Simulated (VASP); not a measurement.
# ZnGaP (P4/mmm) in VASP: single point with PBE

Aim: the single point of ZnGaP with PBE.

Everything below comes from runs of VASP 6.6.1. Logs are shortened: lines on timing, memory, paths and dates and some standing lists are left out, and cuts for length are marked.

## (1) The cell of the first run

The structure is tetragonal, space group P4/mmm (No. 123). The conventional cell has a = 3.803 Å, b = 3.803 Å, c = 4.487 Å, α = 90.00°, β = 90.00°, γ = 90.00°. Zn (site symmetry 4/mmm) is surrounded by 2 P at 2.24 Å. Ga (site symmetry 4/mmm) is surrounded by 4 Zn at 2.69 Å. P (site symmetry 4/mmm) has 2 Zn at 2.24 Å as nearest neighbours.

The cell was built by a generator and needn't be a form met in nature.

## (2) Single point, PBE (species swapped into the TmCoC type (Pmmm, No. 47))

File INCAR:

```
SYSTEM = ZnGaP
PREC = Accurate
ENCUT = 520
EDIFF = 1E-6
ISMEAR = 0
SIGMA = 0.1
LREAL = .FALSE.
LASPH = .TRUE.
NELM = 100
ALGO = Fast
ISIF = 2
LWAVE = .FALSE.
LCHARG = .FALSE.
GGA = PE
NBANDS = 22
```

File KPOINTS:

```
regular mesh
0
G
  12 12 10
  0 0 0
```

File POSCAR:

```
ZnGaP
1.0
    3.8029149132      0.0000000000      0.0000000000
    0.0000000000      3.8029149132      0.0000000000
    0.0000000000      0.0000000000      4.4869339889
Zn Ga P
1 1 1
Direct
    0.5000000000      0.5000000000      0.0000000000
    0.0000000000      0.0000000000      0.0000000000
    0.5000000000      0.5000000000      0.5000000000
```

Potentials or basis: VASP PAW PBE potentials, release 64 (Zn, Ga_d, P).

Launch:

```console
> cat potpaw_PBE.64/Zn/POTCAR potpaw_PBE.64/Ga_d/POTCAR potpaw_PBE.64/P/POTCAR > POTCAR
> mpirun -np 1 vasp_std > vasp.out
```

OUTCAR:

```text
SYSTEM = ZnGaP
   PREC = Accurate
   ENCUT = 520
   EDIFF = 1E-6
   ISMEAR = 0
   LREAL = .FALSE.
   LASPH = .TRUE.
   NELM = 100
   ISIF = 2
   GGA = PE

 ion  position               nearest neighbor table
   1  0.500  0.500  0.000-   3 2.24   3 2.24   2 2.69   2 2.69   2 2.69   2 2.69
   2  0.000  0.000  0.000-   1 2.69   1 2.69   1 2.69   1 2.69
   3  0.500  0.500  0.500-   1 2.24   1 2.24

  LATTYP: Found a simple tetragonal cell.
 ALAT       =     3.8029149132
 C/A-ratio  =     1.1798670471

  Lattice vectors:

 A1 = (   3.8029149132,   0.0000000000,   0.0000000000)
 A2 = (   0.0000000000,   3.8029149132,   0.0000000000)
 A3 = (   0.0000000000,   0.0000000000,   4.4869339889)

Analysis of symmetry for initial positions (statically):
=====================================================================
 Subroutine PRICEL returns:
 Original cell was already a primitive cell.

 Routine SETGRP: Setting up the symmetry group for a
 simple tetragonal supercell.

 Subroutine GETGRP returns: Found 16 space group operations
 (whereof 16 operations were pure point group operations)
 out of a pool of 16 trial point group operations.

The static configuration has the point symmetry D_4h.

Analysis of symmetry for dynamics (positions and initial velocities):
=====================================================================
 Subroutine PRICEL returns:
 Original cell was already a primitive cell.

 Routine SETGRP: Setting up the symmetry group for a
 simple tetragonal supercell.

 Subroutine GETGRP returns: Found 16 space group operations
 (whereof 16 operations were pure point group operations)
 out of a pool of 16 trial point group operations.

The dynamic configuration has the point symmetry D_4h.

 Subroutine INISYM returns: Found 16 space group operations
 (whereof 16 operations are pure point group operations),
 and found     1 'primitive' translations

----------------------------------------------------------------------------------------

                                     Primitive cell

  volume of cell :      64.8908

  direct lattice vectors                    reciprocal lattice vectors
     3.802914913  0.000000000  0.000000000     0.262956186  0.000000000  0.000000000
     0.000000000  3.802914913  0.000000000     0.000000000  0.262956186  0.000000000
     0.000000000  0.000000000  4.486933989     0.000000000  0.000000000  0.222869336

  length of vectors
     3.802914913  3.802914913  4.486933989     0.262956186  0.262956186  0.222869336

  position of ions in fractional coordinates (direct lattice)
     0.500000000  0.500000000  0.000000000
     0.000000000  0.000000000  0.000000000
     0.500000000  0.500000000  0.500000000

  ion indices of the primitive-cell ions
   primitive index   ion index
                 1           1
                 2           2
                 3           3

----------------------------------------------------------------------------------------

 KPOINTS: regular mesh

Automatic generation of k-mesh.
 Grid dimensions read from file:
 generate k-points for:   12   12   10

 Generating k-lattice:

  Cartesian coordinates                     Fractional coordinates (reciprocal lattice)
     0.021913015  0.000000000  0.000000000     0.083333333  0.000000000  0.000000000
     0.000000000  0.021913015  0.000000000     0.000000000  0.083333333  0.000000000
     0.000000000  0.000000000  0.022286934     0.000000000  0.000000000  0.100000000

  Length of vectors
     0.021913015  0.021913015  0.022286934

  Shift w.r.t. Gamma in fractional coordinates (k-lattice)
     0.000000000  0.000000000  0.000000000

 Subroutine IBZKPT returns following result:
 ===========================================

 Found    168 irreducible k-points:

 Following reciprocal coordinates:
            Coordinates               Weight
  0.000000  0.000000  0.000000      1.000000
  0.083333  0.000000  0.000000      4.000000
  0.166667  0.000000  0.000000      4.000000
  0.250000  0.000000  0.000000      4.000000
  0.333333  0.000000  0.000000      4.000000
  0.416667  0.000000  0.000000      4.000000
[... 16 lines left out ...]
  0.333333  0.333333  0.000000      4.000000
  0.416667  0.333333  0.000000      8.000000
 [... further k-points ...]
   k-points           NKPTS =    168   k-points in BZ     NKDIM =    168   number of bands    NBANDS=     22
   number of dos      NEDOS =    301   number of ions     NIONS =      3
   total plane-waves  NPLWV =  28224
   dimension x,y,z NGX =    28 NGY =   28 NGZ =   36
   dimension x,y,z NGXF=    56 NGYF=   56 NGZF=   72
   ions per type =               1   1   1
   NGX,Y,Z   is equivalent  to a cutoff of  12.24, 12.24, 13.34 a.u.
   NGXF,Y,Z  is equivalent  to a cutoff of  24.48, 24.48, 26.68 a.u.
 SYSTEM =  ZnGaP
   PREC   = accura    normal or accurate (medium, high low for compatibility)
   ISTART =      0    job   : 0-new  1-cont  2-samecut
   ICHARG =      2    charge: 1-file 2-atom 10-const
   ISPIN  =      1    spin polarized calculation?
   LNONCOLLINEAR =      F non collinear calculations
   LSORBIT =      F    spin-orbit coupling
   LASPH  =      T    aspherical Exc in radial PAW
   ENCUT  =  520.0 eV  38.22 Ry    6.18 a.u.   7.07  7.07  8.34*2*pi/ulx,y,z
   NELM   =    100;   NELMIN=  2; NELMDL= -5     # of ELM steps
   EDIFF  = 0.1E-05   stopping-criterion for ELM
   LREAL  =      F    real-space projection
   EDIFFG = 0.1E-04   stopping-criterion for IOM
   NSW    =      0    number of steps for IOM
   IBRION =     -1    ionic relax: 0-MD 1-quasi-New 2-CG
   NFREE  =      0    steps in history (QN), initial steepest desc. (CG)
   ISIF   =      2    stress and relaxation
   ISYM   =      2    0-nonsym 1-usesym 2-fastsym
   POTIM  = 0.5000    time-step for ionic-motion
   TEBEG  =    0.0;   TEEND  =   0.0 temperature during run
   PSTRESS=    0.0 pullay stress
   NELECT =      30.0000    total number of electrons
   NUPDOWN=      -1.0000    fix difference up-down
   EMIN   =  10.00;   EMAX   =-10.00  energy-range for DOS
   EFERMI =   0.00;   METHOD = LEGACY
   ISMEAR =     0;   SIGMA  =   0.10  broadening in eV -4-tet -1-fermi 0-gaus
   EFERMI_NEDOS =   21; number of points for ismear=-14 and -15
   IALGO  =     68    algorithm
   IMIX   =      4    mixing-type and parameters
     AMIX     =   0.40;   BMIX     =  1.00
     AMIX_MAG =   1.60;   BMIX_MAG =  1.00
  volume/ion in A,a.u.               =      21.63       145.97
  Fermi-wavevector in a.u.,A,eV,Ry     =   1.265866  2.392139 21.802191  1.602416
  Thomas-Fermi vector in A             =   2.399096
   LORBIT       =      0    0 simple, 1 ext, 2 COOP (PROOUT), +10 PAW based schemes
   GGA     = PE    functional components
   LHFCALC =     F    Hartree Fock is set to
   AEXX    =    0.0000 exact exchange contribution
   IVDW    =     0    specifies the selected vdW correction
   LEPSILON=     F    determine dielectric tensor
   LRPA    =     F    only Hartree local field effects (RPA)
 non-spin polarized calculation
 RMM-DIIS sequential band-by-band and
 Gauss-broadening in eV      SIGMA  =   0.10
  energy-cutoff  :      520.00
  volume of cell :       64.89
 maximum number of plane-waves:      1772
   NGX = 15   NGY = 15   NGZ = 17

 number of electron      30.0000014 magnetization

 Free energy of the ion-electron system (eV)
  ---------------------------------------------------
  ext. energy  EPLUGINS =         0.00000000
  ---------------------------------------------------
  free energy    TOTEN  =        -7.80649614 eV

  energy without entropy =       -7.79613386  energy(sigma->0) =       -7.80131500

 E-fermi :   3.0487     XC(G=0):  -9.7461

 val. band max:        3.0483648571   @ k =   0.4167   0.2500   0.1000
 cond. band min:       3.0691577397   @ k =   0.2500   0.1667   0.5000
 fundamental gap:      0.0207928826
 Fermi energy:         3.0486546570

 k-point     1 :       0.0000    0.0000    0.0000
  band No.  band energies     occupation
      1     -11.8432      2.00000
      2     -11.8091      2.00000
      3     -11.8014      2.00000
      4     -11.7907      2.00000
      5     -11.7907      2.00000
      6      -8.3378      2.00000
[... 14 lines left out ...]
     21      11.8968      0.00000
     22      12.6055      0.00000

 k-point     2 :       0.0833    0.0000    0.0000
  band No.  band energies     occupation
      1     -11.8418      2.00000
      2     -11.8092      2.00000
      3     -11.7993      2.00000
      4     -11.7915      2.00000
      5     -11.7905      2.00000
      6      -8.3005      2.00000
[... 14 lines left out ...]
     21      12.2611      0.00000
     22      12.6503      0.00000

 k-point     3 :       0.1667    0.0000    0.0000
  band No.  band energies     occupation
      1     -11.8384      2.00000
      2     -11.8092      2.00000
      3     -11.7937      2.00000
      4     -11.7934      2.00000
      5     -11.7901      2.00000
      6      -8.1945      2.00000
[... 14 lines left out ...]
     21      12.4526      0.00000
     22      12.5803      0.00000

 k-point     4 :       0.2500    0.0000    0.0000
  band No.  band energies     occupation
      1     -11.8344      2.00000
      2     -11.8093      2.00000
      3     -11.7967      2.00000
      4     -11.7895      2.00000
      5     -11.7847      2.00000
      6      -8.0397      2.00000
[... 14 lines left out ...]
     21      11.5875      0.00000
     22      11.6834      0.00000

 k-point     5 :       0.3333    0.0000    0.0000
  band No.  band energies     occupation
      1     -11.8309      2.00000
      2     -11.8093      2.00000
      3     -11.7997      2.00000
      4     -11.7889      2.00000
      5     -11.7755      2.00000
      6      -7.8714      2.00000
[... 417 lines left out ...]
 k-point    22 :       0.5000    0.2500    0.0000
  band No.  band energies     occupation
      1     -11.8287      2.00000
      2     -11.8202      2.00000
      3     -11.8020      2.00000
      4     -11.7948      2.00000
      5     -11.7556      2.00000
      6      -7.4958      2.00000
[... 14 lines left out ...]
     21      11.1516      0.00000
     22      11.4357      0.00000

 k-point    23 :       0.3333    0.3333    0.0000
  band No.  band energies     occupation
      1     -11.8323      2.00000
      2     -11.8187      2.00000
      3     -11.7986      2.00000
      4     -11.7983      2.00000
      5     -11.7568      2.00000
      6      -7.5226      2.00000
[... 14 lines left out ...]
     21      10.8658      0.00000
     22      11.6652      0.00000

 k-point    24 :       0.4167    0.3333    0.0000
  band No.  band energies     occupation
      1     -11.8366      2.00000
      2     -11.8179      2.00000
      3     -11.8008      2.00000
      4     -11.7982      2.00000
      5     -11.7513      2.00000
      6      -7.4303      2.00000
[... 14 lines left out ...]
     21      10.5620      0.00000
     22      10.8582      0.00000

 [... further k-points ...]

------------------------ aborting loop because EDIFF is reached ----------------------------------------

  FORCE on cell =-STRESS in cart. coord.  units (eV):
  Direction    XX          YY          ZZ          XY          YZ          ZX
  --------------------------------------------------------------------------------------
  -------------------------------------------------------------------------------------
  Total        0.0358954      0.0358954      0.0956584      0.0000000     -0.0000000      0.0000000
  in kB        0.8862720      0.8862720      2.3618425      0.0000000     -0.0000000      0.0000000
  external PRESSURE =       1.3781288 kB  Pullay stress =       0.0000000 kB

 VOLUME and BASIS-vectors are now :
 -----------------------------------------------------------------------------
  energy-cutoff  :      520.00
  volume of cell :       64.89
      direct lattice vectors                 reciprocal lattice vectors
     3.802914913  0.000000000  0.000000000     0.262956186  0.000000000  0.000000000
     0.000000000  3.802914913  0.000000000     0.000000000  0.262956186  0.000000000
     0.000000000  0.000000000  4.486933989     0.000000000  0.000000000  0.222869336

 POSITION                                       TOTAL-FORCE (eV/Angst)
 -----------------------------------------------------------------------------------
      1.90146      1.90146      0.00000         0.000000      0.000000      0.000000
      0.00000      0.00000      0.00000         0.000000      0.000000      0.000000
      1.90146      1.90146      2.24347         0.000000      0.000000      0.000000
 -----------------------------------------------------------------------------------
    total drift:                                0.000000      0.000000     -0.000000

  FREE ENERGIE OF THE ION-ELECTRON SYSTEM (eV)
  ---------------------------------------------------
  free  energy   TOTEN  =        -7.8064961351 eV

  energy  without entropy=       -7.7961338638  energy(sigma->0) =       -7.80131500
```

It took 2.1 min on 1 thread of AMD EPYC 9R45 (Zen 5), shared host; peak memory 0.33 GiB.

Results:

```yaml
Free_energy: -7.8065 eV
Pressure: 0.1 GPa
Band_gap_on_the_k_mesh: none (metal or under the smearing width)
```

Stress tensor (GPa, compression positive):
```
0.09 0.00 0.00
0.00 0.09 0.00
0.00 0.00 0.24
```

Levels at points of the mesh, in eV from the Fermi level:
| k point | band 12 | band 13 | band 14 | band 15 | band 16 | band 17 | band 18 | band 19 |
| --- | --- | --- | --- | --- | --- | --- | --- | --- |
| (0.00, 0.00, 0.00) | -4.53 | -3.65 | -0.85 | -0.85 | 1.89 | 3.93 | 3.93 | 4.32 |
| (0.50, 0.00, 0.00) | -6.54 | -2.90 | -1.81 | -0.33 | 0.12 | 2.35 | 4.00 | 5.11 |
| (0.50, 0.50, 0.00) | -3.77 | -3.70 | -3.70 | -2.51 | 0.71 | 1.65 | 1.65 | 3.81 |
| (0.00, 0.00, 0.50) | -7.49 | -0.21 | 0.55 | 0.55 | 1.47 | 1.47 | 1.65 | 6.59 |
| (0.50, 0.00, 0.50) | -6.01 | -5.80 | -2.67 | 0.92 | 3.28 | 4.52 | 4.60 | 4.67 |
| (0.50, 0.50, 0.50) | -4.40 | -3.39 | -2.08 | -2.08 | -1.48 | -1.48 | 1.16 | 7.18 |
